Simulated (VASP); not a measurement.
Consider the following.

```
ZrO2
1.0
    0.00000     2.54831     2.54831
    2.54831     0.00000     2.54831
    2.54831     2.54831     0.00000
Zr O
1 2
Direct
  0.00000   0.00000   0.00000
  0.25000   0.25000   0.25000
  0.75000   0.75000   0.75000
```

These are rev-vdW-DF2, VASP's PBE PAW potentials (set 64) (plane waves; VASP) values and carry that method's errors. Numerical set-up: 520 eV cut-off, Gaussian smearing of 0.050 eV, potentials Zr_sv O.

Give the energies of bands 7 to 15 at the high-symmetry points, in eV from the valence-band maximum.

| band | Γ | X | U | L | W |
|---|---|---|---|---|---|
| 7 | -5.19 | -5.92 | -5.31 | -4.19 | -4.75 |
| 8 | -5.19 | -3.14 | -3.60 | -4.19 | -4.64 |
| 9 | -5.19 | -3.14 | -3.07 | -2.54 | -2.37 |
| 10 | -0.54 | -1.50 | -2.19 | -2.46 | -2.37 |
| 11 | -0.54 | -1.50 | -1.20 | -1.63 | -1.36 |
| 12 | -0.54 | 0.00 | -0.33 | -1.63 | -0.20 |
| 13 | 3.33 | 3.74 | 3.98 | 3.96 | 4.39 |
| 14 | 3.33 | 4.70 | 4.70 | 3.96 | 4.54 |
| 15 | 6.47 | 5.84 | 6.16 | 6.08 | 6.28 |

The gap is indirect, 3.33 eV, from the valence maximum at X to the conduction minimum at Γ.

The compound is ZrO2 in the fluorite structure, the high-temperature cubic form, which is unstable at 0 K; the monoclinic form is the stable one. It was relaxed first.
